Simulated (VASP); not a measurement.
The system is C.

```xyz
4
Lattice="2.4610 0.0000 0.0000 -1.2305 2.1313 0.0000 0.0000 0.0000 8.0496" Properties=species:S:1:pos:R:3 pbc="T T T"
C     0.0000    0.0000    2.0124
C     0.0000    1.4209    2.0124
C     0.0000    0.0000    6.0372
C     1.2305    0.7104    6.0372
```

The cell was built by a generator and needn't be a form met in nature.

Base run:

| Quantity | Value |
| --- | --- |
| Program | VASP 6.6.1 |
| Functional | PBEsol |
| Potentials or basis | VASP PAW PBE potentials, release 64 (C) |
| Cutoff | 520 eV |
| k mesh | 16 × 16 × 4 |
| Occupations | fermi-dirac, width 0.05 eV |
| Spin | no spin polarisation |

Its results: band gap on the k mesh 1.00 eV, direct; pressure -0.1 GPa.

After a change of settings the same cell gave: band gap on the k mesh 1.07 eV, direct; pressure -1.2 GPa. Which change was it?
A. functional from PBEsol to rev-vdW-DF2
B. functional from PBEsol to SCAN
C. functional from PBEsol to optB88-vdW
D. functional from PBEsol to r2SCAN

D.

Caveats: the PAW data sets were made with another functional, which shifts forces and pressure a little; this functional lacks dispersion, which binds the layers, so the pressure and a relaxed spacing across them are unreliable (some runs).

Not every run made on this cell is shown here.
